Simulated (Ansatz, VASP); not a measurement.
# Cross-check of Li60Nb12HO60 (H transfer from O to O) between VASP and Ansatz

One calculation is typed for both programs; each brings its own data sets. How far apart do they land? The structure shown is the start of the Ansatz relaxation below; VASP solves that cell, so the two are compared at the walk's first step.

Method: plane waves, with VASP 6.6.1 beside it; single point at PBEsol, in Ansatz 0.2.0.

### Step 1. Set-up

The cell holds 133 atoms: 60 Li, 12 Nb, 60 O and 1 H. Its edges and angles: a = 12.024 Å, b = 10.448 Å, c = 11.553 Å, α = 107.3°, β = 90.0°, γ = 112.6°. It derives from Li5NbO5 (Li5NbO5 (C2/m)). Nearest the centre at fractional (0.390, 0.421, 0.421): H133 at 0.43 Å, O76 at 1.38 Å, Nb68 at 1.40 Å, O110 at 1.40 Å, Li21 at 1.68 Å, O103 at 2.41 Å, O82 at 2.44 Å, Li4 at 2.45 Å. The cell carries charge +1.

### Step 2. Ansatz: relaxation, PBEsol

Ansatz runs on its default PAW (the set named soft_2) files.

The two programs are compared at the cell with which this relaxation starts, whose forces are those of its first step.

input.yaml reads:

```yaml
crystal:
  lattice:
    - [0.0, -12.02387796, 0.0]
    - [-9.64854378, 4.00795932, -0.00669279]
    - [3.7205883, 0.0, -10.93780668]
  atoms:
    - { symbol: Li, position: [0.09627575, 0.28882726, 0.32836974] }
    - { symbol: Li, position: [0.10313747, 0.3094124, 0.06894537] }
[... 1 atom line left out ...]
    - { symbol: Li, position: [0.23019587, 0.1905876, 0.43105463] }
    - { symbol: Li, position: [0.23705758, 0.21117274, 0.17163026] }
[... 1 atom line left out ...]
    - { symbol: O, position: [0.04879642, 0.14638927, 0.41308126] }
[... 2 atom lines left out ...]
    - { symbol: O, position: [0.28078231, 0.34234694, 0.34089219] }
[... 3 atom lines left out ...]
    - { symbol: Li, position: [0.0, 0.0, 0.75] }
[... 5 atom lines left out ...]
    - { symbol: O, position: [0.16666667, 0.0, 0.5] }
    - { symbol: O, position: [0.28078231, 0.34234694, 0.84089219] }
    - { symbol: O, position: [0.28453691, 0.35361073, 0.58691874] }
    - { symbol: Li, position: [0.09627575, 0.78882726, 0.32836974] }
    - { symbol: Li, position: [0.10313747, 0.8094124, 0.06894537] }
    - { symbol: Li, position: [0.0, 0.5, 0.25] }
[... 1 atom line left out ...]
    - { symbol: Li, position: [0.23705758, 0.71117274, 0.17163026] }
[... 3 atom lines left out ...]
    - { symbol: O, position: [0.16666667, 0.5, 0.0] }
[... 1 atom line left out ...]
    - { symbol: O, position: [0.28453691, 0.85361073, 0.08691874] }
    - { symbol: Li, position: [0.09627575, 0.78882726, 0.82836974] }
[... 2 atom lines left out ...]
    - { symbol: Li, position: [0.23019587, 0.6905876, 0.93105463] }
    - { symbol: Li, position: [0.23705758, 0.71117274, 0.67163026] }
[... 1 atom line left out ...]
    - { symbol: O, position: [0.04879642, 0.64638927, 0.91308126] }
[... 12 atom lines left out ...]
    - { symbol: O, position: [0.5, 0.0, 0.0] }
[... 3 atom lines left out ...]
    - { symbol: Li, position: [0.4364708, 0.3094124, 0.56894537] }
[... 8 atom lines left out ...]
    - { symbol: O, position: [0.61787024, 0.35361073, 0.58691874] }
[... 1 atom line left out ...]
    - { symbol: Li, position: [0.4364708, 0.8094124, 0.06894537] }
[... 3 atom lines left out ...]
    - { symbol: Nb, position: [0.33333333, 0.5, 0.0] }
    - { symbol: O, position: [0.38212976, 0.64638927, 0.41308126] }
    - { symbol: O, position: [0.38588435, 0.65765306, 0.15910781] }
[... 1 atom line left out ...]
    - { symbol: O, position: [0.61411565, 0.84234694, 0.34089219] }
    - { symbol: O, position: [0.61787024, 0.85361073, 0.08691874] }
[... 2 atom lines left out ...]
    - { symbol: Li, position: [0.33333333, 0.5, 0.75] }
[... 1 atom line left out ...]
    - { symbol: Li, position: [0.57039091, 0.71117274, 0.67163026] }
[... 7 atom lines left out ...]
    - { symbol: Li, position: [0.76980413, 0.3094124, 0.06894537] }
[... 2 atom lines left out ...]
    - { symbol: Li, position: [0.90372425, 0.21117274, 0.17163026] }
    - { symbol: Nb, position: [0.66666667, 0.0, 0.0] }
[... 1 atom line left out ...]
    - { symbol: O, position: [0.71921769, 0.15765306, 0.15910781] }
[... 2 atom lines left out ...]
    - { symbol: O, position: [0.95120358, 0.35361073, 0.08691874] }
[... 2 atom lines left out ...]
    - { symbol: Li, position: [0.66666667, 0.0, 0.75] }
    - { symbol: Li, position: [0.89686253, 0.1905876, 0.93105463] }
    - { symbol: Li, position: [0.90372425, 0.21117274, 0.67163026] }
[... 1 atom line left out ...]
    - { symbol: O, position: [0.71546309, 0.14638927, 0.91308126] }
[... 2 atom lines left out ...]
    - { symbol: O, position: [0.94744898, 0.34234694, 0.84089219] }
    - { symbol: O, position: [0.95120358, 0.35361073, 0.58691874] }
[... 1 atom line left out ...]
    - { symbol: Li, position: [0.76980413, 0.8094124, 0.06894537] }
[... 10 atom lines left out ...]
    - { symbol: Li, position: [0.76980413, 0.8094124, 0.56894537] }
[... 5 atom lines left out ...]
    - { symbol: O, position: [0.71921769, 0.65765306, 0.65910781] }
[... 3 atom lines left out ...]
    - { symbol: H, position: [0.423247, 0.44473, 0.444442] }
total_charge: 1
basis:
  ecutwfc: 420
  xc_grid: 2
hamiltonian:
  xc: pbesol
kpoints:
  mp_grid: { grid: [1, 1, 1], shift: [0.25, 0.25, 0.25] }
scf:
  occupations: { method: fixed }
  max_iter: 100
output:
  forces: true
relax:
  f_tol: 0.02
  max_steps: 70
  random_displacement: { amplitude: 0.03, seed: 6603 }
```

The run is started by

```bash
> ansatz run input.yaml --threads 32 --pin off --max-ram 84787MiB --backend cuda --events-out ev --progress --plain --runs-dir out --max-vram 78GiB
```

The log of the run:

```text
[...]
Engine: ansatz 0.2.0, aarch64-unknown-linux-gnu
[...]
Pseudopotential: Li, paw, valence charge 3, recommended cutoff 420 eV (normal), Li.paw.azcp
Pseudopotential: Nb, paw, valence charge 13, recommended cutoff 420 eV (normal), Nb.paw.azcp
Pseudopotential: O, paw, valence charge 6, recommended cutoff 420 eV (normal), O.paw.azcp
Pseudopotential: H, paw, valence charge 1, recommended cutoff 420 eV (normal), H.paw.azcp
Functional definition: PBEsol
[...]
Crystal: 133 atoms, lattice volume = 1269.226 Å³
Basis set: ecut = 420 eV, 24811 PW (Γ), exchange–correlation on 162×144×160 points (8 copies of the dense FFT grid, shifted against one another)
[...]
automatic band count: iteration 1 solves 456 bands in place of 481: the levels show a gap, and the empty bands left out lie too high to hold charge; the band table lists the bands solved (type scf.n_e [...]
[...]
SCF 7 converged in 8 iterations: F = -99950.495537 eV  dr2 = 2.22e-7
[...]
relax step   8: F+E_penalty+E_count = -99950.50303482 eV  Δ(F+E_penalty+E_count) = -7.497e-3 eV  max|allowed force component| = 8.089e-2 eV/Å  Δτ_max = 0.0478 Å  (5 SCF iters, dr2 threshold 5.67e-6 eV [...]
[...]
relax step  11: F+E_penalty+E_count = -99950.51647478 eV  Δ(F+E_penalty+E_count) = -5.570e-3 eV  max|allowed force component| = 3.082e-2 eV/Å  Δτ_max = 0.1000 Å  (7 SCF iters, dr2 threshold 1.46e-6 eV [...]
[...]
relax step  17: F+E_penalty+E_count = -99950.51383307 eV  Δ(F+E_penalty+E_count) = +5.227e-3 eV  max|allowed force component| = 4.648e-1 eV/Å  Δτ_max = 0.1098 Å  (6 SCF iters, dr2 threshold 6.43e-6 eV [...]
[...]
SCF 19 converged in 7 iterations: F = -99950.520311 eV  dr2 = 3.06e-8
[...]
```

### Step 3. VASP: single point, PBEsol, start cell

The same cell, functional and mesh now go to VASP, with its own data sets.

Lines of VASP's logs that name or quote its potential files are left out, and so is its time.

INCAR reads:

```
SYSTEM = Li60Nb12HO60
PREC = Accurate
ENCUT = 650
EDIFF = 1E-06
NELM = 120
ISMEAR = 0
SIGMA = 0.01
LREAL = Auto
ALGO = Normal
GGA = PS
NELECT = 696
NBANDS = 441
LASPH = .TRUE.
LORBIT = 11
LWAVE = .FALSE.
LCHARG = .FALSE.
ISIF = 2
ISYM = 0
GGA_COMPAT = .FALSE.
EFERMI = MIDGAP
```

POSCAR reads:

```
Li60Nb12HO60
1.0
    0.0000000000    -12.0238779571      0.0000000000
   -9.6485437768      4.0079593190     -0.0066927898
    3.7205883020      0.0000000000    -10.9378066794
Li Nb O H
60 12 60 1
Direct
    0.0979172498      0.2906579055      0.3269444042
    0.1020655734      0.3115610460      0.0688359933
[... 1 atom line left out ...]
    0.2326047189      0.1930685145      0.4321440277
    0.2382343166      0.2099573078      0.1730323871
[... 1 atom line left out ...]
    0.1036343082      0.3071104709      0.5695789619
[... 2 atom lines left out ...]
    0.2351327621      0.2121298067      0.6726741910
[... 3 atom lines left out ...]
    0.2320860966      0.6894218931      0.4302860694
[... 5 atom lines left out ...]
    0.2396687043      0.7116707091      0.6720942464
    0.4304447692      0.2918231647      0.3302350274
    0.4351823112      0.3087803295      0.0710319190
    0.3355926262      0.0005301404      0.2516040494
    0.5637805136      0.1878332664      0.4295873029
    0.5692921983      0.2123524334      0.1701052893
[... 1 atom line left out ...]
    0.4343408147      0.3102478966      0.5688456341
[... 3 atom lines left out ...]
    0.4319444341      0.7900896462      0.3301129927
[... 1 atom line left out ...]
    0.3338547610      0.5028067258      0.2519366909
    0.5646060113      0.6885683097      0.4315665558
[... 2 atom lines left out ...]
    0.4375923130      0.8125223603      0.5689039989
    0.3326977133      0.4968405472      0.7487492685
[... 1 atom line left out ...]
    0.5715789253      0.7099860589      0.6731009633
[... 12 atom lines left out ...]
    0.6686874299      0.4993104692      0.2509331441
[... 3 atom lines left out ...]
    0.7696424630      0.8114071992      0.5676247171
[... 8 atom lines left out ...]
    0.3308073958      0.9998971432      0.5001917522
[... 1 atom line left out ...]
    0.3358897347      0.5011770372      0.5011649856
[... 3 atom lines left out ...]
    0.6669841341      0.4999391631      0.4974172768
    0.0493471558      0.1439995103      0.4113289230
    0.0550839572      0.1596380421      0.1602635361
[... 1 atom line left out ...]
    0.2828717111      0.3448675052      0.3425450809
    0.2846547393      0.3552066606      0.0895629906
[... 2 atom lines left out ...]
    0.1643649478      0.9973313283      0.4989133581
[... 1 atom line left out ...]
    0.2859852377      0.3562041135      0.5891140875
[... 7 atom lines left out ...]
    0.1690199267      0.4996495252      0.5001602342
[... 2 atom lines left out ...]
    0.3797622407      0.1437676357      0.4126090290
    0.3860182389      0.1605396020      0.1607201145
[... 1 atom line left out ...]
    0.6147601618      0.3415207216      0.3430042589
[... 2 atom lines left out ...]
    0.3858007273      0.1553960036      0.6567093548
[... 2 atom lines left out ...]
    0.6160547638      0.3528896335      0.5848190932
    0.3843550289      0.6465729200      0.4143127371
    0.3861041258      0.6548142530      0.1580405941
[... 1 atom line left out ...]
    0.6156836676      0.8437973070      0.3433369004
[... 2 atom lines left out ...]
    0.3835431384      0.6563629215      0.6574085017
    0.4995575149      0.5026544511      0.5001583955
[... 1 atom line left out ...]
    0.6190054317      0.8515170674      0.5867082097
[... 10 atom lines left out ...]
    0.7138719451      0.6480877021      0.4136718282
[... 5 atom lines left out ...]
    0.7188971841      0.6604188802      0.6593259660
[... 3 atom lines left out ...]
    0.4250571452      0.4465702111      0.4431428843
```

KPOINTS reads:

```
Points of the shifted mesh
1
Reciprocal
 0.2500000000  0.2500000000  0.2500000000 1
```

The projector-augmented-wave data sets are Li_sv, Nb_sv, O and H (PBE family, release 64).

The run is started by

```bash
> export OMP_NUM_THREADS=3
> mpirun -np 1 vasp_std
```

The log of the run:

```text
[banner, memory and clock lines left out]
running    1 mpi-ranks, on    1 nodes
[...]
Offloading initialized ...    1 GPUs detected
[...]
|                                                                             |
|               ----> ADVICE to this user running VASP <----                  |
|                                                                             |
|     You enforced a specific xc type in the INCAR file but a different       |
|     [... a line on the potential file left out ...]
|     I HOPE YOU KNOW WHAT YOU ARE DOING!                                     |
|                                                                             |

 LDA part: xc-table for (Slater+PW92), standard interpolation
 POSCAR, INCAR and KPOINTS ok, starting setup
[...]
entering main loop
       N       E                     dE             d eps       ncg     rms          rms(c)
DAV:   1     0.940948827712E+04    0.94095E+04   -0.37555E+05   882   0.202E+03
DAV:   2     0.522345627918E+03   -0.88871E+04   -0.83402E+04   938   0.644E+02
DAV:   3    -0.854623122393E+03   -0.13770E+04   -0.13454E+04  1300   0.228E+02
DAV:   4    -0.100818412759E+04   -0.15356E+03   -0.15258E+03  1492   0.697E+01
DAV:   5    -0.102987998497E+04   -0.21696E+02   -0.21661E+02  1644   0.214E+01BRMIX: very serious problems
 the old and the new charge density differ
 old charge density:   697.00000 new  696.00000
    0.745E+01
DAV:   6    -0.870993073028E+03    0.15889E+03   -0.67142E+02  1228   0.476E+01    0.264E+01
DAV:   7    -0.873362081586E+03   -0.23690E+01   -0.86466E+01  1492   0.152E+01    0.165E+01
DAV:   8    -0.872156439791E+03    0.12056E+01   -0.84999E+00  1276   0.546E+00    0.562E+00
DAV:   9    -0.872101534309E+03    0.54905E-01   -0.15029E+00  1500   0.235E+00    0.226E+00
[...]
DAV:  18    -0.872189727017E+03    0.12990E-05   -0.74009E-06  1052   0.526E-03    0.444E-03
DAV:  19    -0.872189725934E+03    0.10825E-05   -0.10179E-06   644   0.630E-03    0.168E-03
DAV:  20    -0.872189725804E+03    0.13000E-06   -0.24293E-06   732   0.422E-03
   1 F= -.87218973E+03 E0= -.87218973E+03  d E =0.000000E+00
```

Parts of OUTCAR (step 3):

```text
  Total       -7.4490817      6.8457464     -1.9252976     -3.2102771     -6.1228233      3.1791463
  in kB       -9.4031699      8.6415640     -2.4303534     -4.0524164     -7.7289994      4.0131192
  external PRESSURE =      -1.0639864 kB  Pullay stress =       0.0000000 kB

 POSITION                                       TOTAL-FORCE (eV/Angst)
 -----------------------------------------------------------------------------------
     -1.58800     -0.01240     -3.57800         0.179992      0.352123     -0.037831
     -2.75000      0.02150     -0.75500         0.018574     -0.032291      0.060031
      0.92300     -0.01950     -2.75600         0.109614      0.081375      0.222495
     -0.25500     -2.02300     -4.72800         0.383491      0.181593      0.093741
     -1.38200     -2.02300     -1.89400         0.029183      0.015115      0.365545
      0.29200      0.00637     -9.03300         0.035746     -0.026657     -0.224042
[...]
0.14100     -0.01620     -4.50000        -0.579996     -0.154558     -0.170356
     -0.94400     -0.02250     -1.75400        -0.067894      0.085578     -0.215852
     -0.00072     -1.97700     -0.01320        -0.005379     -0.732513     -0.027011
     -2.05300     -2.01900     -3.74900        -0.133644     -1.243100     -0.401417
     -3.09400     -1.99900     -0.98200         0.220691      0.094957     -0.014820
      2.01200      0.01290     -9.98800        -0.514832      0.009782     -0.013894
      0.92600     -0.01900     -7.23300         0.006268      0.032674      0.493167
[...]
-----------------------------------------------------------------------------------
    total drift:                               -0.024759     -0.014021      0.004603

  FREE ENERGIE OF THE ION-ELECTRON SYSTEM (eV)
  ---------------------------------------------------
  free  energy   TOTEN  =      -872.1897258044 eV

  energy  without entropy=     -872.1897258044  energy(sigma->0) =     -872.18972580

[... 3 further parts left out ...]
[key lines of the parts left out:]
E-fermi :   3.7014
```

The run ends at a pressure of -0.11 GPa, with forces up to 14 eV/Å.

### Step 4. Differences

Known differences besides the potentials themselves: fixed occupations in Ansatz, narrow Gaussian smearing in VASP; the cutoff is 420 eV in Ansatz and 650 eV in VASP (PREC = Accurate, projectors in real space); Ansatz makes its cores anew for this functional, VASP keeps those of its PBE data sets. Total energies have different zeros and are not compared.

Forces on 8 of the 133 atoms, those with the largest forces and the largest differences (eV/Å; atoms numbered as in POSCAR):

```tsv
atom	Ansatz x, y, z	VASP x, y, z
Li21	1.140, -0.435, 1.194	1.129, -0.441, 1.196
Nb68	-2.731, 12.742, -5.360	-2.727, 12.730, -5.341
Nb71	-0.301, 0.815, 1.041	-0.303, 0.795, 1.032
Nb72	0.152, -4.591, -1.203	0.151, -4.554, -1.216
O97	-0.066, -0.174, -0.237	-0.102, -0.174, -0.213
O110	-0.390, -1.308, -0.949	-0.470, -1.482, -1.090
O130	-0.244, 1.373, 0.089	-0.245, 1.373, 0.091
H133	2.462, -6.420, 5.397	2.538, -6.242, 5.544
```

The forces differ by 20 meV/Å r.m.s., which is 2.2 % of the r.m.s. force of 0.921 eV/Å (both taken over all components). The cell carries a charge of +1 e against a uniform background, so its pressure also hangs on how the neutralising background is counted, and in a defect's cell a gap may be the spacing between its levels.

### Step 5. Results

```
r.m.s. force difference (single point, PBEsol, start cell) : 2.2 % of the r.m.s. force
```

**Reading.** The r.m.s. force difference is 2.2 % of the r.m.s. force (single point, PBEsol, start cell), within the 3 % picked in this series as the mark of a large difference. 1 further run of this series is not shown here. How closely two codes agree says nothing of how well the functional describes the real material.

[Lines on the potential files, build, host, timing and source positions are cut from VASP's logs without a mark.]

[Logs are printed without paths, hosts, clocks, repeated set-up lines and the standing remarks that a program may print on its own settings, such as how far it seeks lower states.]

[Hosts, paths, dates, database ids (printed as entryN), source tags and the programs' standing remarks are cut or masked in the printed files.]
